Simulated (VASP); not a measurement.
# YMg6V (Amm2) in VASP: runs at scaled volumes, part 2 of 2

VASP 6.6.1.

## Step 4: Equation of state, PBE, collinear spin, ferromagnetic start, 22.74 Å³/atom (volume scaled by 0.98)

Contents of INCAR:

```
SYSTEM = YMg6V
  ALGO = Normal
  EDIFF = 1E-7
  ENCUT = 520
  GGA = PE
  ISIF = 2
  ISMEAR = -1
  ISPIN = 2
  LASPH = .TRUE.
  LCHARG = .FALSE.
  LMAXMIX = 4
  LORBIT = 11
  LREAL = .FALSE.
  LWAVE = .FALSE.
  MAGMOM = 0 2 0 0 0 0 0 0
  NBANDS = 32
  NELM = 150
  PREC = Accurate
  SIGMA = 0.05
```

Contents of KPOINTS:

```
k-points
0
G
  5 5 5
  0 0 0
```

Contents of POSCAR:

```
YMg6V
1.0
    5.0585535473      0.0000000000      0.0000000000
    0.0000000000      3.2321931943      5.5626081695
    0.0000000000     -3.2321931943      5.5626081695
Y V Mg
1 1 6
Direct
    0.0000000000      0.8265190000      0.8265190000
    0.5000000000      0.6675620000      0.6675620000
    0.5000000000      0.1656070000      0.1656070000
    0.5000000000      0.6643950000      0.1739790000
    0.5000000000      0.1739790000      0.6643950000
    0.0000000000      0.3377520000      0.3377520000
    0.0000000000      0.8222350000      0.3419510000
    0.0000000000      0.3419510000      0.8222350000
```

Potentials or basis: VASP PAW PBE potentials, release 64 (Y_sv, V_sv, Mg).

The run is started by

```console
cat potpaw_PBE.64/Y_sv/POTCAR potpaw_PBE.64/V_sv/POTCAR potpaw_PBE.64/Mg/POTCAR > POTCAR
mpirun -np 1 vasp_std > vasp.out
```

OUTCAR:

```text
SYSTEM = YMg6V
   EDIFF = 1E-7
   ENCUT = 520
   GGA = PE
   ISIF = 2
   ISMEAR = -1
   ISPIN = 2
   LASPH = .TRUE.
   LORBIT = 11
   LREAL = .FALSE.
   NELM = 150
   PREC = Accurate

 Found     27 irreducible k-points:

 Following reciprocal coordinates:
            Coordinates               Weight
  0.000000  0.000000  0.000000      1.000000
  0.200000  0.000000  0.000000      2.000000
  0.400000  0.000000  0.000000      2.000000
  0.000000  0.200000 -0.000000      4.000000
  0.200000  0.200000 -0.000000      8.000000
  0.400000  0.200000 -0.000000      8.000000
   k-points           NKPTS =     27   k-points in BZ     NKDIM =     27   number of bands    NBANDS=     32
   number of dos      NEDOS =    301   number of ions     NIONS =      8
   total plane-waves  NPLWV =  92160
   dimension x,y,z NGX =    40 NGY =   48 NGZ =   48
   dimension x,y,z NGXF=    80 NGYF=   96 NGZF=   96
   ions per type =               1   1   6
   NGX,Y,Z   is equivalent  to a cutoff of  13.15, 12.40, 12.40 a.u.
   NGXF,Y,Z  is equivalent  to a cutoff of  26.29, 24.81, 24.81 a.u.
 SYSTEM =  YMg6V
   PREC   = accura    normal or accurate (medium, high low for compatibility)
   ISTART =      0    job   : 0-new  1-cont  2-samecut
   ICHARG =      2    charge: 1-file 2-atom 10-const
   ISPIN  =      2    spin polarized calculation?
   LNONCOLLINEAR =      F non collinear calculations
   LSORBIT =      F    spin-orbit coupling
   LASPH  =      T    aspherical Exc in radial PAW
   ENCUT  =  520.0 eV  38.22 Ry    6.18 a.u.   9.41 11.96 11.96*2*pi/ulx,y,z
   NELM   =    150;   NELMIN=  2; NELMDL= -5     # of ELM steps
   EDIFF  = 0.1E-06   stopping-criterion for ELM
   LREAL  =      F    real-space projection
   EDIFFG = 0.1E-05   stopping-criterion for IOM
   NSW    =      0    number of steps for IOM
   IBRION =     -1    ionic relax: 0-MD 1-quasi-New 2-CG
   NFREE  =      0    steps in history (QN), initial steepest desc. (CG)
   ISIF   =      2    stress and relaxation
   ISYM   =      2    0-nonsym 1-usesym 2-fastsym
   POTIM  = 0.5000    time-step for ionic-motion
   TEBEG  =    0.0;   TEEND  =   0.0 temperature during run
   PSTRESS=    0.0 pullay stress
   NELECT =      36.0000    total number of electrons
   NUPDOWN=      -1.0000    fix difference up-down
   EMIN   =  10.00;   EMAX   =-10.00  energy-range for DOS
   EFERMI =   0.00;   METHOD = LEGACY
   ISMEAR =    -1;   SIGMA  =   0.05  broadening in eV -4-tet -1-fermi 0-gaus
   EFERMI_NEDOS =   21; number of points for ismear=-14 and -15
   IALGO  =     38    algorithm
   IMIX   =      4    mixing-type and parameters
     AMIX     =   0.40;   BMIX     =  1.00
     AMIX_MAG =   1.60;   BMIX_MAG =  1.00
  volume/ion in A,a.u.               =      22.74       153.44
  Fermi-wavevector in a.u.,A,eV,Ry     =   0.954036  1.802867 12.383825  0.910185
  Thomas-Fermi vector in A             =   2.082746
   LORBIT       =     11    0 simple, 1 ext, 2 COOP (PROOUT), +10 PAW based schemes
   GGA     = PE    functional components
   LHFCALC =     F    Hartree Fock is set to
   AEXX    =    0.0000 exact exchange contribution
   IVDW    =     0    specifies the selected vdW correction
   LEPSILON=     F    determine dielectric tensor
   LRPA    =     F    only Hartree local field effects (RPA)
 spin polarized calculation
  energy-cutoff  :      520.00
  volume of cell :      181.90
 maximum number of plane-waves:      4915
 NGX is ok and might be reduce to    40
   NGX = 19   NGY = 23   NGZ = 23

 number of electron      36.0000003 magnetization       3.3415515

 Free energy of the ion-electron system (eV)
  ---------------------------------------------------
  ext. energy  EPLUGINS =         0.00000000
  ---------------------------------------------------
  free energy    TOTEN  =       -23.28289868 eV

  energy without entropy =      -23.23329867  energy(sigma->0) =      -23.25809868

 E-fermi :   3.1548     XC(G=0):  -9.0365

 val. band max:        3.1491245026   @ k =   0.4000  -0.4000   0.2000
 cond. band min:       3.1600102974   @ k =   0.0000   0.4000   0.2000
 fundamental gap:      0.0108857948
 Fermi energy:         3.1547837243

 spin component 1

 k-point     1 :       0.0000    0.0000    0.0000
  band No.  band energies     occupation
      1     -61.6720      1.00000
      2     -39.3001      1.00000
      3     -35.5590      1.00000
      4     -35.5483      1.00000
      5     -35.5081      1.00000
      6     -19.3731      1.00000
[... 22 lines left out ...]
     29       6.6147      0.00000
     30       7.2359      0.00000

 k-point     2 :       0.2000    0.0000    0.0000
  band No.  band energies     occupation
      1     -61.6720      1.00000
      2     -39.3001      1.00000
      3     -35.5592      1.00000
      4     -35.5483      1.00000
      5     -35.5078      1.00000
      6     -19.3767      1.00000
[... 124 lines left out ...]
 k-point     6 :       0.4000    0.2000   -0.0000
  band No.  band energies     occupation
      1     -61.6720      1.00000
      2     -39.3002      1.00000
      3     -35.5595      1.00000
      4     -35.5483      1.00000
      5     -35.5075      1.00000
      6     -19.3824      1.00000
[... 22 lines left out ...]
     29       7.2165      0.00000
     30       7.5759      0.00000

 [... further k-points ...]

 spin component 2

 k-point     1 :       0.0000    0.0000    0.0000
  band No.  band energies     occupation
      1     -59.2060      1.00000
      2     -39.2416      1.00000
      3     -33.1253      1.00000
      4     -33.0988      1.00000
      5     -33.0409      1.00000
      6     -19.2976      1.00000
[... 22 lines left out ...]
     29       6.8472      0.00000
     30       7.7614      0.00000

 k-point     2 :       0.2000    0.0000    0.0000
  band No.  band energies     occupation
      1     -59.2060      1.00000
      2     -39.2416      1.00000
      3     -33.1255      1.00000
      4     -33.0988      1.00000
      5     -33.0407      1.00000
      6     -19.2973      1.00000
[... 124 lines left out ...]
 k-point     6 :       0.4000    0.2000   -0.0000
  band No.  band energies     occupation
      1     -59.2060      1.00000
      2     -39.2416      1.00000
      3     -33.1257      1.00000
      4     -33.0988      1.00000
      5     -33.0405      1.00000
      6     -19.2972      1.00000
[... 22 lines left out ...]
     29       7.3434      0.00000
     30       7.7471      0.00000

 [... further k-points ...]

 [bands above 30 left out]

------------------------ aborting loop because EDIFF is reached ----------------------------------------

  FORCE on cell =-STRESS in cart. coord.  units (eV):
  Direction    XX          YY          ZZ          XY          YZ          ZX
  --------------------------------------------------------------------------------------
  -------------------------------------------------------------------------------------
  Total        0.8466839      0.9493751      0.9739268      0.0000000      0.0000000      0.0000000
  in kB        7.4576113      8.3621178      8.5783695      0.0000000      0.0000000      0.0000000
  external PRESSURE =       8.1326996 kB  Pullay stress =       0.0000000 kB

 VOLUME and BASIS-vectors are now :
 -----------------------------------------------------------------------------
  energy-cutoff  :      520.00
  volume of cell :      181.90
      direct lattice vectors                 reciprocal lattice vectors
     5.058553547  0.000000000  0.000000000     0.197684969  0.000000000  0.000000000
     0.000000000  3.232193194  5.562608169     0.000000000  0.154693723  0.089885893
     0.000000000 -3.232193194  5.562608169     0.000000000 -0.154693723  0.089885893

 POSITION                                       TOTAL-FORCE (eV/Angst)
 -----------------------------------------------------------------------------------
      0.00000      0.00000      9.19520         0.000000     -0.000000     -0.023833
      2.52928      0.00000      7.42677         0.000000     -0.000000      0.008451
      2.52928      0.00000      1.84241         0.000000     -0.000000      0.004289
      2.52928      1.58512      4.66355         0.000000     -0.025906      0.042909
      2.52928     -1.58512      4.66355         0.000000      0.025906      0.042909
      0.00000      0.00000      3.75756         0.000000     -0.000000     -0.005448
      0.00000      1.55237      6.47591         0.000000     -0.011501     -0.034638
      0.00000     -1.55237      6.47591         0.000000      0.011501     -0.034638
 -----------------------------------------------------------------------------------
    total drift:                                0.000000     -0.000000     -0.000503

  FREE ENERGIE OF THE ION-ELECTRON SYSTEM (eV)
  ---------------------------------------------------
  free  energy   TOTEN  =       -23.2828986844 eV

  energy  without entropy=      -23.2332986680  energy(sigma->0) =      -23.25809868

 total charge

# of ion       s       p       d       f       tot
--------------------------------------------------
    1        2.244   6.308   1.037   0.011   9.601
    2        2.242   6.079   2.999   0.000  11.320
    3        0.198   0.121   0.012   0.000   0.332
    4        0.219   0.136   0.012   0.000   0.367
    5        0.219   0.136   0.012   0.000   0.367
    6        0.224   0.133   0.012   0.000   0.370
    7        0.219   0.139   0.013   0.000   0.371
    8        0.219   0.139   0.013   0.000   0.371
--------------------------------------------------
tot          5.785  13.191   4.111   0.011  23.098

 magnetization (x)

# of ion       s       p       d       f       tot
--------------------------------------------------
    1        0.008   0.050   0.103   0.004   0.164
    2        0.046   0.038   2.487   0.000   2.571
    3       -0.008   0.000   0.001   0.000  -0.007
    4       -0.010   0.000   0.001   0.000  -0.008
    5       -0.010   0.000   0.001   0.000  -0.008
    6        0.006  -0.004  -0.000   0.000   0.002
    7       -0.007   0.003   0.002   0.000  -0.003
    8       -0.007   0.003   0.002   0.000  -0.003
--------------------------------------------------
tot          0.020   0.090   2.595   0.004   2.709
```

Wall time 12 min (1 thread of AMD EPYC 7R43 (Zen 3), shared host); peak memory 0.47 GiB.

Results:

- Free energy: -23.2829 eV
- Pressure: 0.8 GPa
- Largest force: 0.050 eV/Å
- Band gap on the k mesh: none (metal or under the smearing width)
- Net moment: 3.34 μB per cell
- Site moments: Y +0.16; V +2.57; Mg -0.01, +0.00, -0.00 μB
- Valence electrons inside the program's atomic spheres: Y 9.60; V 11.32; Mg 0.33, 0.37
